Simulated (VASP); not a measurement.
Method: PBE GGA, VASP's PBE PAW potentials (set 64) (plane waves; VASP).

The input files of a VASP run:

File POSCAR:
```
HfO2
3.5881830
  1.0000000135   0.0000000000   0.0000000000
  0.0000000000   1.0000000135   0.0000000000
  0.0000000000   0.0000000000   1.4547790491
Hf O
2 4
Cart
  0.0000000000   0.0000000000   0.0000000000
  0.5000000068   0.5000000068   0.7273895246
  0.0000000000   0.5000000068   0.2849448544
  0.0000000000   0.5000000068   1.0123343789
  0.5000000068   0.0000000000   0.4424446702
  0.5000000068   0.0000000000   1.1698341947
```

### INCAR
```
SYSTEM = HfO2
PREC = Accurate; ENCUT = 500; LREAL = F
LASPH = T
EDIFF = 1E-6; NELM = 100; ALGO = Normal
LMAXMIX = 6
ISMEAR = 0; SIGMA = 0.05
GGA = PE
LWAVE = F; LCHARG = T
```

File KPOINTS:
```
Regular mesh
0
gamma
  6 6 4
```

POTCAR, in this order: Hf_pv O (PBE.64 set). Program: vasp_std.

Question: What will the output report for the number of irreducible k-points (NKPTS), largest plane-wave count, number of space-group operations, FFT grid (NGX, NGY, NGZ)?

Answer: 
| Quantity | Result |
|---|---|
| number of irreducible k-points (NKPTS) | 30 |
| largest plane-wave count | 1735 |
| number of space-group operations | 16 |
| FFT grid (NGX, NGY, NGZ) | 28 × 28 × 40 |

The structure was generated: HfO2 was put into the tetragonal-ZrO2 type (P4_2/nmc), which need not be its known phase. It was relaxed first.
